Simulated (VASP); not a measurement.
These are RPBE GGA, VASP's PBE PAW potentials (set 64) (plane waves; VASP 6.6.1) values and carry that method's errors.

VASP ran on this input.

INCAR:
```
ISMEAR=0
SYSTEM=Li2Se
EDIFFG=-0.02
LWAVE=.FALSE.
ISIF=3   ! ions, shape and volume
ENCUT=520   ! plane-wave cut-off (eV)
LCHARG=.FALSE.
EDIFF=1E-6   ! SCF stop (eV)
NSW=60   ! most ionic steps
LMAXMIX=4
ALGO=Normal
IBRION=2   ! conjugate gradients
SIGMA=0.05   ! width (eV)
LASPH=.TRUE.   ! aspherical one-centre terms
GGA=RP   ! RPBE
LREAL=.FALSE.   ! projection in real space or not
NELM=100   ! most electronic steps
PREC=Accurate
```

POSCAR:
```
Li2Se
1.0
  0.0000000000   3.0413801144   3.0413801144
  3.0413801144   0.0000000000   3.0413801144
  3.0413801144   3.0413801144   0.0000000000
Li Se
2 1
Cart
  1.5206900572   1.5206900572   1.5206900572
  4.5620701716   4.5620701716   4.5620701716
  0.0000000000   0.0000000000   0.0000000000
```

File KPOINTS:
```
Automatic mesh
0
Gamma
6 6 6
0 0 0
```

POTCAR, in this order: Li_sv Se (PBE.64 set). Program: vasp_std.

### Question
Estimate the energy per atom (σ→0), band gap (on the k-mesh).

### Answer

| Item | Value |
|---|---|
| energy per atom (σ→0) | -3.530 eV/atom |
| band gap (on the k-mesh) | 3.15 eV |

File OSZICAR:
```
...
DAV:   7    -0.105727907144E+02    0.15408E-02   -0.16711E-01   440   0.212E+00    0.777E-01
DAV:   8    -0.105875768967E+02   -0.14786E-01   -0.31372E-02   386   0.115E+00    0.215E-01
DAV:   9    -0.105880566146E+02   -0.47972E-03   -0.15186E-03   446   0.236E-01    0.104E-01
DAV:  10    -0.105889137496E+02   -0.85713E-03   -0.21385E-03   342   0.261E-01    0.503E-02
DAV:  11    -0.105889421792E+02   -0.28430E-04   -0.10911E-04   430   0.624E-02    0.249E-02
DAV:  12    -0.105889522207E+02   -0.10041E-04   -0.55989E-05   338   0.435E-02    0.149E-03
DAV:  13    -0.105889520465E+02    0.17421E-06   -0.63385E-07   426   0.567E-03
   1 F= -.10588952E+02 E0= -.10588952E+02  d E =-.105890E+02
```

The compound is Li2Se in the antifluorite structure. It was relaxed first. The start is the result of an earlier pass.
